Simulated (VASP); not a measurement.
These are r2SCAN meta-GGA, VASP's PBE PAW potentials (set 64) (plane waves; VASP 6.6.1) values and carry that method's errors.

A VASP calculation is set up with these files.

### POSCAR
```
Ni(111) slab
1
    2.4619225217     0.0000000000     0.0000000000
   -1.2309612609     2.1320873605    -0.0000000000
   -0.0000000000    -0.0000000000    24.8874780923
Ni
5
Direct
  0.6666670000   0.3333330000   0.3384610000
  0.3333330000   0.6666670000   0.4192300000
  0.0000000000   0.0000000000   0.5000000000
  0.6666670000   0.3333330000   0.5807700000
  0.3333330000   0.6666670000   0.6615390000
```

INCAR:
```
! general
SYSTEM   =  Ni(111) slab
PREC     =  Normal
ENCUT    =  400
LREAL    =  .FALSE.   ! projection in real space or not
LASPH    =  .TRUE.   ! aspherical one-centre terms

! electronic loop
EDIFF    =  1E-5
NELM     =  100
NELMIN   =  4
ALGO     =  Normal
LMAXMIX  =  4   ! l cut-off of mixed one-centre charges
LMIXTAU  =  .TRUE.

! smearing
ISMEAR   =  1
SIGMA    =  0.1   ! width (eV)

! functional
METAGGA  =  R2SCAN

! spin
ISPIN    =  2   ! spin-polarised
MAGMOM   =  0.8 0.8 0.8 0.8 0.8

! ions
IBRION   =  2   ! conjugate gradients
NSW      =  50   ! most ionic steps
ISIF     =  2
EDIFFG   =  -0.03   ! ionic stop

! output
LWAVE    =  .TRUE.
LCHARG   =  .FALSE.
LORBIT   =  10

! other
LDIPOL   =  .TRUE.
IDIPOL   =  3
DIPOL    =  0.5 0.5 0.5
```

**KPOINTS**
```
Automatic
0
gamma
  13 13 1
```

POTCAR, in this order: Ni (PBE.64 set). Program: vasp_std.

Output of the run:

File OUTCAR:
```
 ion  position               nearest neighbor table
   1  0.667  0.333  0.338-   2 2.46   2 2.46   2 2.46
   2  0.333  0.667  0.419-   1 2.46   1 2.46   1 2.46   3 2.46   3 2.46   3 2.46
   3  0.000  0.000  0.500-   2 2.46   4 2.46   2 2.46   4 2.46   4 2.46   2 2.46
   4  0.667  0.333  0.581-   5 2.46   5 2.46   5 2.46   3 2.46   3 2.46   3 2.46
   5  0.333  0.667  0.662-   4 2.46   4 2.46   4 2.46
  LATTYP: Found a hexagonal cell.
 ALAT       =     2.4619225217
 C/A-ratio  =    10.1089607301
 Subroutine PRICEL returns:
 Original cell was already a primitive cell.
 Subroutine GETGRP returns: Found 12 space group operations
The static configuration has the point symmetry D_3d.
The dynamic configuration has the point symmetry D_3d.
The overall configuration has the point symmetry D_3d.
 Subroutine INISYM returns: Found 12 space group operations
 Subroutine IBZKPT returns following result:
 Found     21 irreducible k-points:

 Following reciprocal coordinates:
            Coordinates               Weight
  0.000000  0.000000  0.000000      1.000000
  0.076923 -0.000000  0.000000      6.000000
  0.153846  0.000000  0.000000      6.000000
  0.230769  0.000000  0.000000      6.000000
  0.307692  0.000000  0.000000      6.000000
  0.384615  0.000000  0.000000      6.000000
  0.461538 -0.000000  0.000000      6.000000
  0.076923  0.076923  0.000000      6.000000
  0.153846  0.076923  0.000000     12.000000
  0.230769  0.076923  0.000000     12.000000
  0.307692  0.076923  0.000000     12.000000
  0.384615  0.076923  0.000000     12.000000
  0.461538  0.076923  0.000000      6.000000
  0.153846  0.153846  0.000000      6.000000
  0.230769  0.153846  0.000000     12.000000
  0.307692  0.153846  0.000000     12.000000
  0.384615  0.153846  0.000000     12.000000
  0.230769  0.230769  0.000000      6.000000
  0.307692  0.230769  0.000000     12.000000
...
```

File OSZICAR:
```
...
DAV:   7    -0.583277721630E+02   -0.26126E-04   -0.15652E-05  1896   0.535E-02    0.122E-02
DAV:   8    -0.583277862384E+02   -0.14075E-04   -0.13684E-05  1824   0.410E-02    0.640E-03
DAV:   9    -0.583277487432E+02    0.37495E-04   -0.68741E-06  1776   0.278E-02    0.293E-03
DAV:  10    -0.583277512605E+02   -0.25173E-05   -0.39697E-06  1712   0.186E-02
   4 F= -.58327751E+02 E0= -.58328302E+02  d E =-.410038E-02  mag=     3.8879
       N       E                     dE             d eps       ncg     rms          rms(c)
DAV:   1    -0.583274145452E+02    0.33420E-03   -0.35680E-01  2688   0.327E+00    0.198E-01
DAV:   2    -0.583289071075E+02   -0.14926E-02   -0.14397E-02  4080   0.265E+00    0.670E-01
DAV:   3    -0.583272356868E+02    0.16714E-02   -0.11449E-02  3144   0.279E+00    0.193E-01
DAV:   4    -0.583281132339E+02   -0.87755E-03   -0.25571E-03  3272   0.121E+00    0.282E-01
DAV:   5    -0.583280733543E+02    0.39880E-04   -0.97090E-04  2952   0.840E-01    0.372E-02
DAV:   6    -0.583284923463E+02   -0.41899E-03   -0.22065E-04  2856   0.133E-01    0.283E-02
DAV:   7    -0.583285734634E+02   -0.81117E-04   -0.49249E-05  2600   0.101E-01    0.128E-02
DAV:   8    -0.583285852504E+02   -0.11787E-04   -0.96964E-06  1824   0.316E-02    0.959E-03
DAV:   9    -0.583286145015E+02   -0.29251E-04   -0.46954E-06  1712   0.246E-02    0.407E-03
DAV:  10    -0.583286044251E+02    0.10076E-04   -0.95910E-06  1760   0.298E-02    0.243E-03
DAV:  11    -0.583286286486E+02   -0.24224E-04   -0.54150E-06  1704   0.236E-02    0.185E-03
DAV:  12    -0.583286166884E+02    0.11960E-04   -0.32463E-06  1672   0.177E-02    0.158E-03
DAV:  13    -0.583286198902E+02   -0.32018E-05   -0.40566E-06  1712   0.198E-02
   5 F= -.58328620E+02 E0= -.58329144E+02  d E =-.868630E-03  mag=     3.8880
       N       E                     dE             d eps       ncg     rms          rms(c)
DAV:   1    -0.583259593444E+02    0.26573E-02   -0.94029E-01  2688   0.532E+00    0.316E-01
DAV:   2    -0.583307938922E+02   -0.48345E-02   -0.36214E-02  4096   0.414E+00    0.103E+00
DAV:   3    -0.583264427223E+02    0.43512E-02   -0.27702E-02  3176   0.440E+00    0.310E-01
DAV:   4    -0.583284495768E+02   -0.20069E-02   -0.66069E-03  3296   0.193E+00    0.450E-01
DAV:   5    -0.583281195893E+02    0.32999E-03   -0.25896E-03  2968   0.134E+00    0.605E-02
DAV:   6    -0.583286279691E+02   -0.50838E-03   -0.53298E-04  2880   0.204E-01    0.439E-02
DAV:   7    -0.583287984985E+02   -0.17053E-03   -0.10431E-04  2808   0.154E-01    0.212E-02
DAV:   8    -0.583288127671E+02   -0.14269E-04   -0.18637E-05  1968   0.443E-02    0.153E-02
DAV:   9    -0.583288214616E+02   -0.86944E-05   -0.61973E-06  1744   0.326E-02
   6 F= -.58328821E+02 E0= -.58329301E+02  d E =-.107020E-02  mag=     3.8872
       N       E                     dE             d eps       ncg     rms          rms(c)
DAV:   1    -0.583284964584E+02    0.31631E-03   -0.12145E-01  2704   0.191E+00    0.112E-01
DAV:   2    -0.583273892308E+02    0.11072E-02   -0.52113E-03  3800   0.144E+00    0.371E-01
DAV:   3    -0.583273422530E+02    0.46978E-04   -0.37502E-03  3088   0.154E+00    0.114E-01
DAV:   4    -0.583282354634E+02   -0.89321E-03   -0.11812E-03  3040   0.733E-01    0.169E-01
DAV:   5    -0.583284640546E+02   -0.22859E-03   -0.41524E-04  2912   0.501E-01    0.226E-02
DAV:   6    -0.583288003248E+02   -0.33627E-03   -0.22362E-04  2728   0.136E-01    0.213E-02
DAV:   7    -0.583289039867E+02   -0.10366E-03   -0.74150E-05  2656   0.865E-02    0.928E-03
DAV:   8    -0.583289551472E+02   -0.51161E-04   -0.13337E-05  2016   0.400E-02    0.576E-03
DAV:   9    -0.583289386397E+02    0.16507E-04   -0.71903E-06  1808   0.275E-02    0.321E-03
DAV:  10    -0.583289506722E+02   -0.12032E-04   -0.52737E-06  1744   0.234E-02    0.169E-03
DAV:  11    -0.583289792050E+02   -0.28533E-04   -0.56328E-06  1760   0.234E-02    0.108E-03
DAV:  12    -0.583289698723E+02    0.93327E-05   -0.46449E-06  1712   0.219E-02
   7 F= -.58328970E+02 E0= -.58329467E+02  d E =-.121861E-02  mag=     3.8869
       N       E                     dE             d eps       ncg     rms          rms(c)
DAV:   1    -0.583291158461E+02   -0.13664E-03   -0.20307E-01  2688   0.256E+00    0.145E-01
DAV:   2    -0.583298551384E+02   -0.73929E-03   -0.76663E-03  3848   0.194E+00    0.491E-01
DAV:   3    -0.583289750707E+02    0.88007E-03   -0.63021E-03  3176   0.199E+00    0.152E-01
DAV:   4    -0.583293791655E+02   -0.40409E-03   -0.92678E-04  3304   0.736E-01    0.157E-01
DAV:   5    -0.583293373677E+02    0.41798E-04   -0.34779E-04  2992   0.534E-01    0.303E-02
DAV:   6    -0.583295498902E+02   -0.21252E-03   -0.98088E-05  2824   0.982E-02    0.237E-02
DAV:   7    -0.583297028114E+02   -0.15292E-03   -0.31524E-05  2168   0.713E-02    0.127E-02
DAV:   8    -0.583297387912E+02   -0.35980E-04   -0.86524E-06  1744   0.418E-02    0.702E-03
DAV:   9    -0.583297336658E+02    0.51254E-05   -0.56891E-06  1736   0.230E-02
   8 F= -.58329734E+02 E0= -.58330250E+02  d E =-.763794E-03  mag=     3.8856
       N       E                     dE             d eps       ncg     rms          rms(c)
DAV:   1    -0.583247437075E+02    0.49951E-02   -0.18304E+00  2688   0.769E+00    0.437E-01
DAV:   2    -0.583367434744E+02   -0.12000E-01   -0.78013E-02  3992   0.595E+00    0.147E+00
DAV:   3    -0.583276261426E+02    0.91173E-02   -0.61926E-02  3312   0.608E+00    0.438E-01
DAV:   4    -0.583295511386E+02   -0.19250E-02   -0.74447E-03  3520   0.208E+00    0.445E-01
DAV:   5    -0.583290606257E+02    0.49051E-03   -0.29471E-03  3040   0.154E+00    0.923E-02
DAV:   6    -0.583298393272E+02   -0.77870E-03   -0.67229E-04  2912   0.277E-01    0.581E-02
DAV:   7    -0.583302827170E+02   -0.44339E-03   -0.16933E-04  2864   0.158E-01    0.389E-02
DAV:   8    -0.583303648281E+02   -0.82111E-04   -0.32704E-05  2296   0.112E-01    0.197E-02
DAV:   9    -0.583304996061E+02   -0.13478E-03   -0.13765E-05  1816   0.460E-02    0.123E-02
DAV:  10    -0.583307086859E+02   -0.20908E-03   -0.32485E-05  2272   0.546E-02    0.795E-03
DAV:  11    -0.583307978219E+02   -0.89136E-04   -0.27237E-05  2232   0.417E-02    0.521E-03
DAV:  12    -0.583307897485E+02    0.80733E-05   -0.15221E-05  1904   0.371E-02
   9 F= -.58330790E+02 E0= -.58331392E+02  d E =-.181988E-02  mag=     3.8793
       N       E                     dE             d eps       ncg     rms          rms(c)
DAV:   1    -0.583307358519E+02    0.61970E-04   -0.15053E-02  2744   0.697E-01    0.393E-02
DAV:   2    -0.583306402658E+02    0.95586E-04   -0.62555E-04  3600   0.532E-01    0.138E-01
DAV:   3    -0.583306200646E+02    0.20201E-04   -0.46817E-04  3048   0.536E-01    0.401E-02
DAV:   4    -0.583306638021E+02   -0.43738E-04   -0.77685E-05  2480   0.199E-01    0.422E-02
DAV:   5    -0.583306855711E+02   -0.21769E-04   -0.29505E-05  1712   0.152E-01    0.945E-03
DAV:   6    -0.583307576483E+02   -0.72077E-04   -0.25140E-05  2264   0.525E-02    0.754E-03
DAV:   7    -0.583307729385E+02   -0.15290E-04   -0.13655E-05  1904   0.386E-02    0.385E-03
DAV:   8    -0.583307639423E+02    0.89962E-05   -0.43425E-06  1776   0.199E-02
  10 F= -.58330764E+02 E0= -.58331364E+02  d E =-.179407E-02  mag=     3.8780
       N       E                     dE             d eps       ncg     rms          rms(c)
DAV:   1    -0.583307017169E+02    0.71222E-04   -0.75704E-02  2688   0.155E+00    0.864E-02
DAV:   2    -0.583300237206E+02    0.67800E-03   -0.20372E-03  3720   0.779E-01    0.191E-01
DAV:   3    -0.583303793703E+02   -0.35565E-03   -0.13389E-03  2872   0.988E-01    0.965E-02
DAV:   4    -0.583309328741E+02   -0.55350E-03   -0.57763E-04  3224   0.504E-01    0.103E-01
DAV:   5    -0.583309206286E+02    0.12245E-04   -0.17963E-04  3008   0.311E-01    0.211E-02
DAV:   6    -0.583310101889E+02   -0.89560E-04   -0.11727E-04  2688   0.963E-02    0.153E-02
DAV:   7    -0.583310478554E+02   -0.37666E-04   -0.18432E-05  1888   0.573E-02    0.925E-03
DAV:   8    -0.583310456930E+02    0.21623E-05   -0.85590E-06  1768   0.257E-02
  11 F= -.58331046E+02 E0= -.58331682E+02  d E =-.281751E-03  mag=     3.8770
```

**OUTCAR**
```
------------------------ aborting loop because EDIFF is reached ----------------------------------------
  FORCE on cell =-STRESS in cart. coord.  units (eV):
  Direction    XX          YY          ZZ          XY          YZ          ZX
  --------------------------------------------------------------------------------------
  Total       -1.6260419     -1.6260418      0.2016785      0.0000000      0.0000000     -0.0000000
  in kB      -19.9426129    -19.9426113      2.4734888      0.0000000      0.0000000     -0.0000000
  external PRESSURE =     -12.4705785 kB  Pullay stress =       0.0000000 kB
  volume of cell :      130.64
      direct lattice vectors                 reciprocal lattice vectors
     2.461922522  0.000000000  0.000000000     0.406186625  0.234511967  0.000000000
    -1.230961261  2.132087360  0.000000000     0.000000000  0.469023933  0.000000000
     0.000000000  0.000000000 24.887478092     0.000000000  0.000000000  0.040180849
 POSITION                                       TOTAL-FORCE (eV/Angst)
 -----------------------------------------------------------------------------------
      1.23096      0.71070      8.45461        -0.000000      0.000000     -0.004787
     -0.00000      1.42139     10.43226        -0.000000      0.000000      0.011462
      0.00000      0.00000     12.44374        -0.000000      0.000000      0.000000
      1.23096      0.71070     14.45522        -0.000000      0.000000     -0.011462
     -0.00000      1.42139     16.43287         0.000000     -0.000000      0.004787
 -----------------------------------------------------------------------------------
    total drift:                                0.000000     -0.000000      0.000000
  FREE ENERGIE OF THE ION-ELECTRON SYSTEM (eV)
  ---------------------------------------------------
  free  energy   TOTEN  =       -58.3310456930 eV

  energy  without entropy=      -58.3329547772  energy(sigma->0) =      -58.33168205

 total charge

# of ion       s       p       d       tot
------------------------------------------
    1        0.523   0.433   8.304   9.261
    2        0.526   0.557   8.312   9.395
    3        0.530   0.549   8.329   9.409
    4        0.526   0.557   8.312   9.395
    5        0.523   0.433   8.304   9.261
--------------------------------------------------
tot          2.628   2.530  41.562  46.720

 magnetization (x)

# of ion       s       p       d       tot
------------------------------------------
    1       -0.003  -0.030   0.849   0.815
    2       -0.008  -0.042   0.847   0.797
    3       -0.009  -0.036   0.753   0.707
    4       -0.008  -0.042   0.847   0.797
    5       -0.003  -0.030   0.849   0.815
--------------------------------------------------
tot         -0.033  -0.180   4.143   3.930

 reached required accuracy - stopping structural energy minimisation
```
(Selected blocks of OUTCAR.)

File CONTCAR:
```
Ni(111) slab
   1.00000000000000
     2.4619225217000000    0.0000000000000000    0.0000000000000000
    -1.2309612609000000    2.1320873604999999    0.0000000000000000
     0.0000000000000000    0.0000000000000000   24.8874780923000003
  Ni
     5
Direct
     0.6666669999999968    0.3333330000000032    0.3397132571653262
     0.3333330000000032    0.6666669999999968    0.4191770673383631
     0.0000000000000000    0.0000000000000000    0.5000000000000000
     0.6666669999999968    0.3333330000000032    0.5808229326616368
     0.3333330000000032    0.6666669999999968    0.6602867428346738
```

**OUTCAR**
```
 val. band max:        1.0919287623   @ k =   0.3846   0.0000   0.0000

 cond. band min:       1.1054781649   @ k =   0.1538   0.0000   0.0000


 Fermi energy:         1.0972975541

 spin component 1

 k-point     1 :       0.0000    0.0000    0.0000
  band No.  band energies     occupation
      1      -8.2720      1.00000
      2      -7.3229      1.00000
      3      -5.8804      1.00000
      4      -4.7408      1.00000
      5      -4.3915      1.00000
      6      -2.1960      1.00000
      7      -2.0648      1.00000
      8      -2.0645      1.00000
      9      -2.0549      1.00000
     10      -1.9556      1.00000
     11      -1.9554      1.00000
     12      -1.9230      1.00000
     13      -1.7627      1.00000
     14      -1.7624      1.00000
     15      -1.5867      1.00000
     16      -1.5863      1.00000
     17      -1.5044      1.00000
     18      -1.5040      1.00000
     19      -1.4701      1.00000
     20      -0.7557      1.00000
     21      -0.7555      1.00000
     22      -0.6893      1.00000
     23      -0.6891      1.00000
     24      -0.3565      1.00000
     25      -0.3563      1.00000
     26      -0.1411      1.00000
     27      -0.1410      1.00000
     28      -0.0348      1.00000
     29      -0.0347      1.00000
     30       0.3016      1.00000
     31       1.0498      0.85614
     32       5.8327      0.00000

 k-point     2 :       0.0769   -0.0000    0.0000
  band No.  band energies     occupation
      1      -8.0569      1.00000
      2      -7.1159      1.00000
      3      -5.6877      1.00000
      4      -4.5683      1.00000
      5      -4.2469      1.00000
      6      -2.3843      1.00000
      7      -2.2173      1.00000
      8      -2.0073      1.00000
      9      -2.0025      1.00000
     10      -1.9065      1.00000
     11      -1.8838      1.00000
     12      -1.8823      1.00000
     13      -1.8667      1.00000
     14      -1.6854      1.00000
...
```

The cell is a thin slab with vacuum, built from Ni (fcc): (111) face.
